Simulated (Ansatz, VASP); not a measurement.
# One calculation of HfIn4SiO6, two programs

```
Hf In Si O
1.0
     5.69867    0.00381    0.01559
    -0.70506    6.10815   -0.00575
    -2.73718   -1.39557    6.63076
Hf In Si O
1 4 1 6
Cartesian
  0.2972 -0.0900 0.8831
  -0.4860 5.0863 4.8335
  2.9601 -0.6377 3.2997
  -0.4663 2.2403 3.5350
  2.4974 2.6606 1.3677
  2.2933 1.4988 5.6832
  0.7088 1.2617 5.2639
  3.2588 1.4387 4.3619
  5.4139 1.6003 0.0368
  2.4594 2.8937 6.5395
  -0.6297 -0.1526 2.6118
  2.1007 0.3624 1.4524
```

The cell was built by a generator and needn't be a form met in nature.

Alike in both runs: task electron localisation function; functional PBE; k mesh 5 × 5 × 4; occupations fermi-dirac, width 0.05 eV; no spin polarisation.

|  | VASP | Ansatz |
| --- | --- | --- |
| version | VASP 6.6.1 | Ansatz 0.2.0 |
| potentials or method | VASP PAW PBE potentials, release 64 (Hf_pv, In_d, Si, O) | Ansatz PAW |
| plane-wave cutoff (eV) | 520 | 420 |
| valence electrons in the cell | 102 | 118 |

```tsv
	VASP	Ansatz	Ansatz less VASP
gap on the k mesh at the Fermi level (eV)	0.88	0.89	+0.012
least direct gap on the mesh (eV)	1.16	1.17	+0.008
pressure (GPa)	-0.2	0.0	+0.22
largest component of the traceless stress (GPa)	0.05	0.02	-0.037
rms of the force components (eV/Å)	0.051	0.002	-0.0485
```

Atom by atom the forces differ by 0.051 eV/Å (rms over components). The two sets of potentials don't hold the same shells in valence.

Caveats: spin-orbit coupling is left out, which moves the levels of the heavy elements; an odd mesh through Γ misses points on the zone boundary, where band edges often lie (VASP); odd divisions of the mesh miss points on the zone boundary, where band edges often lie, so the gap on the mesh can be too wide (Ansatz); the pressure holds a Pulay correction of +0.3 GPa for the finite cutoff (Ansatz).
